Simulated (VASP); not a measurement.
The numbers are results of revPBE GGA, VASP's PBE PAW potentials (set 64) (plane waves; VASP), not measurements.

VASP input:

### INCAR
```
SYSTEM=ZnSe
PREC=Accurate; ENCUT=520; LREAL=F
LASPH=T
EDIFF=1E-7; NELM=100; ALGO=Normal
LMAXMIX=4
ISMEAR=0; SIGMA=0.05
GGA=RE
ISIF=2
LWAVE=F; LCHARG=F
```

File POSCAR:
```
ZnSe
2.9528660
  0.0000000000   0.9999999535   0.9999999535
  0.9999999535   0.0000000000   0.9999999535
  0.9999999535   0.9999999535   0.0000000000
Zn Se
1 1
Direct
  0.0000000000   0.0000000000   0.0000000000
  0.2500000000   0.2500000000   0.2500000000
```

KPOINTS:
```
Automatic mesh
0
Gamma
8 8 8
0 0 0
```

POTCAR, in this order: Zn Se (PBE.64 set). Program: vasp_std.

Problem. What does the run give for the energy per atom (σ→0), pressure, band gap (on the k-mesh)?

Solution. 
```json
{
  "energy per atom (σ→0)": "-2.725 eV/atom",
  "band gap (on the k-mesh)": "0.94 eV",
  "pressure": "-2.62 GPa"
}
```

File OSZICAR:
```
...
DAV:   9    -0.544887198832E+01   -0.99478E-03   -0.14427E-03   867   0.338E-01    0.765E-02
DAV:  10    -0.544908024033E+01   -0.20825E-03   -0.23614E-04   829   0.168E-01    0.171E-02
DAV:  11    -0.544913550377E+01   -0.55263E-04   -0.92151E-05   839   0.970E-02    0.748E-03
DAV:  12    -0.544914097999E+01   -0.54762E-05   -0.97390E-06   859   0.305E-02    0.479E-03
DAV:  13    -0.544914191592E+01   -0.93592E-06   -0.25911E-06   824   0.127E-02    0.106E-03
DAV:  14    -0.544914203600E+01   -0.12008E-06   -0.12927E-07   805   0.363E-03    0.466E-04
DAV:  15    -0.544914206810E+01   -0.32108E-07   -0.19878E-08   512   0.237E-03
   1 F= -.54491421E+01 E0= -.54491421E+01  d E =-.958322E-15
```

The compound is ZnSe in the zinc blende structure. This cell is one point of a volume scan, at 1.06 of the reference volume.
